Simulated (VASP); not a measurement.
The system is MnSb4.

```xyz
5
Lattice="3.0805 0.0000 0.0000 0.0000 3.0805 0.0000 0.0000 0.0000 14.9942" Properties=species:S:1:pos:R:3 pbc="T T T"
Sb    0.0000    0.0000   12.2905
Sb    0.0000    0.0000    9.0048
Sb    0.0000    0.0000    5.9894
Sb    0.0000    0.0000    2.7037
Mn    0.0000    0.0000    0.0000
```

The cell comes from a database or a generator and needn't be the stable form of this composition.

| Quantity | Value |
| --- | --- |
| Program | VASP 6.6.1 |
| Task | single point |
| Functional | PBE |
| Potentials or basis | VASP PAW PBE potentials, release 64 (Sb, Mn_pv) |
| Cutoff | 520 eV |
| k mesh | 9 × 9 × 2 |
| Occupations | fermi-dirac, width 0.05 eV |
| Spin | collinear spin, ferromagnetic start |
| Starting moments | [0.0, 0.0, 0.0, 0.0, 4.0] μB |

On this cell: pressure -0.4 GPa; largest force 0.036 eV/Å; net moment 3.97 μB per cell; site moments Sb -0.04, +0.00; Mn +3.82 μB; band gap on the k mesh none (metal or under the smearing width).

The same run follows on a disturbed copy (atoms moved at random, drawn with an rms of 0.05 Å):

```xyz
5
Lattice="3.0805 0.0000 0.0000 0.0000 3.0805 0.0000 0.0000 0.0000 14.9942" Properties=species:S:1:pos:R:3 pbc="T T T"
Sb   -0.0236    0.0209   12.3032
Sb   -0.0053    0.0333    9.0152
Sb    0.0165   -0.0254    6.0319
Sb   -0.0114    0.0114    2.7479
Mn   -0.0447   -0.0099    0.0122
```

**Question.** What does the disturbed cell give?

**Answer.** The energy (extrapolated to zero smearing) moves by +0.4 meV/atom; pressure -0.4 GPa; largest force 0.106 eV/Å; net moment 3.98 μB per cell; site moments Sb -0.04, +0.00; Mn +3.83 μB; band gap on the k mesh none (metal or under the smearing width).

Forces in eV/Å, atoms in the order of the input:
```
Sb   0.006  0.008 -0.017
Sb   0.001 -0.015  0.073
Sb  -0.010  0.018 -0.078
Sb   0.009 -0.001 -0.084
Mn  -0.006 -0.010  0.106
```

Stress tensor (GPa, compression positive):
```
 0.06  0.00  0.02
 0.00  0.06 -0.03
 0.02 -0.03 -1.24
```

Caveats: a cell with one magnetic atom can't hold antiferromagnetic order, which such compounds often take.
